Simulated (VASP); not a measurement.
These are PBE GGA, VASP's PBE PAW potentials (set 64) (plane waves; VASP) values and carry that method's errors.

A VASP calculation is set up with these files.

### KPOINTS
```
Automatic
0
G
 9 9 9
0 0 0
```

INCAR:
```
ALGO  =  Normal
EDIFF  =  1E-7
ENCUT  =  520
GGA  =  PE
ISIF  =  2
ISMEAR  =  -5
LASPH  =  .TRUE.
LCHARG  =  .TRUE.
LMAXMIX  =  4
LORBIT  =  11
LREAL  =  .FALSE.
LWAVE  =  .FALSE.
NEDOS  =  601
NELM  =  100
PREC  =  Accurate
SYSTEM  =  InP
```

### POSCAR
```
InP
1
    0.0000000000     2.9787197880     2.9787197880
    2.9787197880     0.0000000000     2.9787197880
    2.9787197880     2.9787197880     0.0000000000
In P
1 1
Direct
  0.0000000000   0.0000000000   0.0000000000
  0.2500000000   0.2500000000   0.2500000000
```

POTCAR, in this order: In_d P (PBE.64 set). Program: vasp_std.

### Question
What will the output report for the number of irreducible k-points (NKPTS), largest plane-wave count, number of space-group operations, FFT grid (NGX, NGY, NGZ)?

### Answer

```yaml
number of irreducible k-points (NKPTS): 35
largest_plane_wave_count: 1434
number_of_space_group_operations: 24
FFT grid (NGX, NGY, NGZ): 32 × 32 × 32
```

The compound is InP in the zinc blende structure. It was relaxed first.
